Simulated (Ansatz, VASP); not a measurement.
# Al2BO in VASP and in Ansatz

```
CELL_PARAMETERS angstrom
1.59766 0.92241 5.22458
-1.59766 0.92241 5.22458
0.00000 -1.84482 5.22458
ATOMIC_POSITIONS crystal
Al 0.75330 0.75330 0.75330
Al 0.24670 0.24670 0.24670
B 0.50000 0.50000 0.50000
O 0.00000 0.00000 0.00000
```

Change from the starting cell: species swapped into the Eu2SeS type (R-3m, No. 166).

Alike in both runs: task single point; functional PBE; k mesh 6 × 6 × 6; occupations gaussian, width 0.1 eV; no spin polarisation.

|  | VASP | Ansatz |
| --- | --- | --- |
| version | VASP 6.6.1 | Ansatz 0.2.0 |
| potentials or method | VASP PAW PBE potentials, release 64 (Al, B, O) | scalar-relativistic, plane waves, PAW |
| plane-wave cutoff (eV) | 520 | 420 |
| valence electrons in the cell | 15 | 15 |

```tsv
	VASP	Ansatz	Ansatz less VASP
gap on the k mesh at the Fermi level (eV)	none	none	-
pressure (GPa)	-13.5	-13.5	+0.03
largest component of the traceless stress (GPa)	9.34	9.33	-0.009
rms of the force components (eV/Å)	0.169	0.170	+0.0006
```

Atom by atom the forces differ by 0.001 eV/Å (rms over components). A gap of «none» marks a metal or a gap that the smearing closes.

Caveats: the k mesh is coarse (spacing up to 0.38 Å⁻¹), so the values aren't converged; an odd number of electrons without spin polarisation forces a metal; a magnetic or distorted state may lie lower.
